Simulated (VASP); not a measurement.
# MgO (Periclase): phonons with LDA

Crystal: MgO (Periclase).

```xyz
2
Lattice="0.0000 2.0716 2.0716 2.0716 0.0000 2.0716 2.0716 2.0716 0.0000" Properties=species:S:1:pos:R:3 pbc="T T T"
Mg    0.0000    0.0000    0.0000
O     2.0716    2.0716    2.0716
```

```json
{
 "Program": "VASP 6.6.1",
 "Task": "phonons",
 "Functional": "LDA",
 "Potentials or basis": "VASP PAW LDA potentials, release 64 (Mg, O)",
 "Cutoff": "600 eV",
 "k mesh": "12 × 12 × 12",
 "Occupations": "gaussian, width 0.03 eV",
 "Spin": "no spin polarisation",
 "By perturbation theory": "no",
 "Further INCAR settings": "ALGO = Normal; EDIFF = 1e-08; IBRION = 6; POTIM = 0.015; NSW = 1"
}
```

```yaml
Relaxed_volume: 8.90 Å³/atom
Relaxed_cell: a = 2.930 Å, b = 2.930 Å, c = 2.930 Å, α = 60.00°, β = 60.00°, γ = 60.00°
Space_group_after_relaxing_to_0.05_Å: Fm-3m (No. 225)
Highest_phonon_frequency_at_Γ_LO-TO_splitting_left_out: 425 cm⁻¹
```

Final structure:
```
Mg O
1.0
     0.00000    2.07202    2.07202
     2.07202    0.00000    2.07202
     2.07202    2.07202    0.00000
Mg O
1 1
Direct
  0.00000 0.00000 0.00000
  0.50000 0.50000 0.50000
```

Phonon frequencies in cm⁻¹ (negative: imaginary):
```csv
q point,frequencies
"(0.000, 0.000, 0.000)",0 0 0 425 425 425
```

It took 25 s on 1 thread of Intel(R) Xeon(R) 6975P-C (Granite Rapids), with other jobs on the host, peak memory 0.17 GiB.
